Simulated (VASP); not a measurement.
Here is the system:

```yaml
crystal:
  lattice:
    - [1.25644, -2.17621, 0.00000]
    - [1.25644, 2.17621, 0.00000]
    - [0.00000, 0.00000, 7.64833]
  atoms:
    - { symbol: B, position: [0.33333, 0.66667, 0.25000] }
    - { symbol: B, position: [0.66667, 0.33333, 0.75000] }
    - { symbol: N, position: [0.66667, 0.33333, 0.25000] }
    - { symbol: N, position: [0.33333, 0.66667, 0.75000] }
```

Calculation: PBE GGA, VASP's PBE PAW potentials (set 64) (plane waves; VASP). Run with 520 eV cut-off, 13×13×4 Γ-centred mesh, Gaussian smearing of 0.010 eV, potentials B N.

Without a dispersion term in the relaxation, distances and binding between the weakly bound layers, chains or molecules are unreliable, and so is what depends on them.

What does the run give for the energy per atom (σ→0)?

The energy per atom (σ→0) is -8.801 eV/atom.

Total energies compare only between runs with the same potentials, cut-off and functional.

The compound is BN in the hex structure. It was relaxed first, which changed the volume by +16 %.
